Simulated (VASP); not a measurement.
An input for Quantum ESPRESSO's pw.x (written as the equivalent of a VASP run, and not itself run):

```
&CONTROL
  calculation = 'scf'
  pseudo_dir = './pseudo'
  outdir = './out'
  tprnfor = .true.
  tstress = .true.
/
&SYSTEM
  ibrav = 0
  nat = 2
  ntyp = 2
  ecutwfc = 86
  occupations = 'smearing'
  smearing = 'gaussian'
  degauss = 0.003675
  input_dft = 'pbe'
  vdw_corr = 'grimme-d3'
  dftd3_version = 4
  dftd3_threebody = .false.
/
&ELECTRONS
  conv_thr = 7.3e-09
  electron_maxstep = 100
/
ATOMIC_SPECIES
  Pb 207.200 Pb.upf
  Se 78.971 Se.upf
CELL_PARAMETERS angstrom
     0.0000000    3.0347639    3.0347639
     3.0347639    0.0000000    3.0347639
     3.0347639    3.0347639    0.0000000
ATOMIC_POSITIONS crystal
  Pb   0.0000000  0.0000000  0.0000000
  Se   0.5000000  0.5000000  0.5000000
K_POINTS automatic
  8 8 8 0 0 0
```

Q: Write the VASP files for the same calculation (PBE-D3(BJ)).

A: This is not unique; one that fits is 
**INCAR**
```
SYSTEM = PbSe
PREC = Accurate
ENCUT = 520
EDIFF = 1E-7
NELM = 100
ALGO = Normal
LREAL = .FALSE.
LASPH = .TRUE.
ISMEAR = 0
SIGMA = 0.05
GGA = PE
IVDW = 12
LMAXMIX = 4
LWAVE = .FALSE.
LCHARG = .FALSE.
ISIF = 2
```

### KPOINTS
```
Automatic
0
Gamma
8 8 8
```

### POSCAR
```
PbSe
1
    0.0000000000     3.0347639008     3.0347639008
    3.0347639008     0.0000000000     3.0347639008
    3.0347639008     3.0347639008     0.0000000000
Pb Se
1 1
Direct
  0.0000000000   0.0000000000   0.0000000000
  0.5000000000   0.5000000000   0.5000000000
```

POTCAR, in this order: Pb_d Se (PBE.64 set). Program: vasp_std.

The two are equivalent in intent, not identical: the potentials are each code's own (VASP's PAW set, PseudoDojo norm-conserving files in pw.x), so ENCUT and ecutwfc are chosen apart and not converted; conv_thr bounds pw.x's estimated SCF error, while EDIFF bounds the energy change between steps.

The compound is PbSe in the rock salt structure. This cell is one point of a volume scan, at 0.97 of the reference volume.
